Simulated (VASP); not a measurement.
Level of theory: PBEsol GGA, VASP's PBE PAW potentials (set 64) (plane waves; VASP 6.6.1).

VASP input:

### INCAR
```
# general
SYSTEM  = AlIn3N4
PREC    = Accurate
ENCUT   = 520
LREAL   = .FALSE.
LASPH   = .TRUE.
ICHARG  = 11

# electronic loop
EDIFF   = 1E-7
NELM    = 100
ALGO    = Normal
LMAXMIX = 4

# smearing
ISMEAR  = 0
SIGMA   = 0.05

# functional
GGA     = PS

# output
LWAVE   = .FALSE.
LCHARG  = .FALSE.
LORBIT  = 11
```

File POSCAR:
```
AlIn3N4
1
    3.4517559742    -5.9339485385     0.0135230694
    1.7065361069     2.9558075172     0.0000000000
    0.0109044342    -0.0062956775     5.5477230645
In N Al
3 4 1
Direct
  0.3427765745   0.3427765745   0.5021745853
  0.1648550283   0.6648560283   0.0003178915
  0.8248082529   0.3248072529   0.5030945695
  0.3629172969   0.3629172969   0.8904922850
  0.1635316347   0.6635326347   0.3870746297
  0.8058489054   0.3058479054   0.8980434861
  0.6697215360   0.6697225360   0.3438182461
  0.6655387714   0.6655397714   0.0029843068
```

File KPOINTS:
```
k-points along high-symmetry lines
9
Line-mode
Reciprocal
  0.000000   0.000000   0.000000 ! GAMMA
  0.500000  -0.500000   0.000000 ! Z

  0.500000  -0.500000   0.000000 ! Z
  1.000000  -0.500000   0.000000 ! D

  1.000000  -0.500000   0.000000 ! D
  0.500000   0.000000   0.000000 ! B

  0.500000   0.000000   0.000000 ! B
  0.000000   0.000000   0.000000 ! GAMMA

  0.000000   0.000000   0.000000 ! GAMMA
  0.500000   0.000000  -0.500000 ! A

  0.500000   0.000000  -0.500000 ! A
  1.000000  -0.500000  -0.500000 ! E

  1.000000  -0.500000  -0.500000 ! E
  0.500000  -0.500000   0.000000 ! Z

  0.500000  -0.500000   0.000000 ! Z
  0.500000  -0.500000  -0.500000 ! C_2

  0.500000  -0.500000  -0.500000 ! C_2
  0.000000   0.000000  -0.500000 ! Y_2

  0.000000   0.000000  -0.500000 ! Y_2
  0.000000   0.000000   0.000000 ! GAMMA
```

POTCAR, in this order: In_d N Al (PBE.64 set). Program: vasp_std. Read from the step before: CHGCAR.

Output

File OUTCAR:
```
 ion  position               nearest neighbor table
   1  0.343  0.343  0.502-   5 2.11   5 2.11   7 2.13   4 2.16   3 3.34   3 3.34   8 3.36   8 3.39
                             2 3.41   2 3.41   2 3.44   2 3.44   3 3.53   3 3.53
   2  0.165  0.665  0.000-   5 2.15   4 2.16   4 2.16   6 2.21   1 3.41   1 3.41   8 3.43   8 3.43
                             3 3.43   8 3.44   8 3.44   1 3.44   1 3.44   3 3.44
   3  0.825  0.325  0.503-   5 2.11   7 2.13   7 2.13   6 2.19   1 3.34   1 3.34   8 3.39   8 3.39
                             8 3.40   8 3.40   2 3.43   2 3.44   1 3.53   1 3.53
   4  0.363  0.363  0.890-   8 1.91   1 2.16   2 2.16   2 2.16
   5  0.164  0.664  0.387-   1 2.11   1 2.11   3 2.11   2 2.15
   6  0.806  0.306  0.898-   8 1.99   8 1.99   3 2.19   2 2.21
   7  0.670  0.670  0.344-   8 1.89   1 2.13   3 2.13   3 2.13
   8  0.666  0.666  0.003-   7 1.89   4 1.91   6 1.99   6 1.99   1 3.36   1 3.39   3 3.39   3 3.39
                             3 3.40   3 3.40   2 3.43   2 3.43   2 3.44   2 3.44
  LATTYP: Found a simple monoclinic cell.
 ALAT       =     5.5477373534
 B/A-ratio  =     0.6152188243
 C/A-ratio  =     1.0736445266
 COS(beta)  =    -0.0045400080
 Subroutine PRICEL returns:
 Original cell was already a primitive cell.
 Subroutine GETGRP returns: Found  2 space group operations
The static configuration has the point symmetry C_1h.
The dynamic configuration has the point symmetry C_1h.
 Subroutine INISYM returns: Found  2 space group operations
   k-points           NKPTS =     90   k-points in BZ     NKDIM =     90   number of bands    NBANDS=     37
   number of dos      NEDOS =    301   number of ions     NIONS =      8
   total plane-waves  NPLWV =  63504
   dimension x,y,z NGX =    54 NGY =   28 NGZ =   42
   dimension x,y,z NGXF=   108 NGYF=   56 NGZF=   84
   ions per type =               3   4   1
   PREC   = accura    normal or accurate (medium, high low for compatibility)
   ISTART =      0    job   : 0-new  1-cont  2-samecut
   ICHARG =     11    charge: 1-file 2-atom 10-const
   ISPIN  =      1    spin polarized calculation?
   LNONCOLLINEAR =      F non collinear calculations
   LSORBIT =      F    spin-orbit coupling
   INIWAV =      1    electr: 0-lowe 1-rand  2-diag
   ENCUT  =  520.0 eV  38.22 Ry    6.18 a.u.  12.76  6.35 10.32*2*pi/ulx,y,z
   NELM   =    100;   NELMIN=  2; NELMDL= -5     # of ELM steps
   EDIFF  = 0.1E-06   stopping-criterion for ELM
...
```

OSZICAR:
```
       N       E                     dE             d eps       ncg     rms          rms(c)
DAV:   1     0.683552338747E+03    0.68355E+03   -0.29631E+04  6660   0.225E+03
DAV:   2     0.666055670384E+02   -0.61695E+03   -0.59970E+03  6720   0.560E+02
DAV:   3    -0.417401080855E+02   -0.10835E+03   -0.10383E+03  8120   0.223E+02
DAV:   4    -0.493866417273E+02   -0.76465E+01   -0.75619E+01  8496   0.576E+01
DAV:   5    -0.496321131031E+02   -0.24547E+00   -0.24504E+00  9155   0.104E+01
DAV:   6    -0.496403645812E+02   -0.82515E-02   -0.82505E-02 10168   0.175E+00
DAV:   7    -0.496405315080E+02   -0.16693E-03   -0.16692E-03  9931   0.249E-01
DAV:   8    -0.496405366923E+02   -0.51843E-05   -0.51842E-05 10096   0.445E-02
DAV:   9    -0.496405368391E+02   -0.14680E-06   -0.14698E-06  9427   0.735E-03
DAV:  10    -0.496405368436E+02   -0.44847E-08   -0.38594E-08  5792   0.149E-03
   1 F= -.49640537E+02 E0= -.49640537E+02  d E =-.920299E-08
```

OUTCAR:
```
 val. band max:        6.5574161446   @ k =   0.0000   0.0000   0.0000

 cond. band min:       6.9125779109   @ k =   0.0000   0.0000   0.0000



 k-point     1 :       0.0000    0.0000    0.0000
  band No.  band energies     occupation
      1      -8.4103      2.00000
      2      -8.3089      2.00000
      3      -8.0124      2.00000
      4      -7.7813      2.00000
      5      -6.7481      2.00000
      6      -6.7196      2.00000
      7      -6.7005      2.00000
      8      -6.6507      2.00000
      9      -6.6056      2.00000
     10      -6.5611      2.00000
     11      -6.5004      2.00000
     12      -6.4926      2.00000
     13      -6.4148      2.00000
     14      -6.2929      2.00000
     15      -6.2912      2.00000
     16      -6.2120      2.00000
     17      -5.1721      2.00000
     18      -5.0565      2.00000
     19      -4.4037      2.00000
     20       0.4798      2.00000
     21       0.9957      2.00000
     22       1.9285      2.00000
     23       2.9307      2.00000
     24       4.0233      2.00000
     25       4.5464      2.00000
     26       5.3388      2.00000
     27       5.4151      2.00000
     28       5.8924      2.00000
     29       6.2195      2.00000
     30       6.4381      2.00000
     31       6.5574      2.00000
     32       6.9126      0.00000
     33       9.7264      0.00000
     34      10.9570      0.00000
     35      11.3717      0.00000
     36      11.7196      0.00000
     37      13.4440      0.00000

 k-point     2 :       0.0625   -0.0625    0.0000
  band No.  band energies     occupation
      1      -8.4070      2.00000
      2      -8.2977      2.00000
      3      -8.0127      2.00000
      4      -7.7783      2.00000
      5      -6.7417      2.00000
      6      -6.7135      2.00000
      7      -6.6887      2.00000
      8      -6.6537      2.00000
      9      -6.5979      2.00000
     10      -6.5633      2.00000
     11      -6.4947      2.00000
     12      -6.4892      2.00000
...
```

The density is held fixed in this step, so its total energy and stress have no physical meaning. Unless said otherwise, spin-orbit coupling is left out, though it shifts the bands of the heavy elements here.

The structure was generated: AlIn3N4 was put into an ordered model structure (Pm), which need not be its known phase. It was relaxed first.
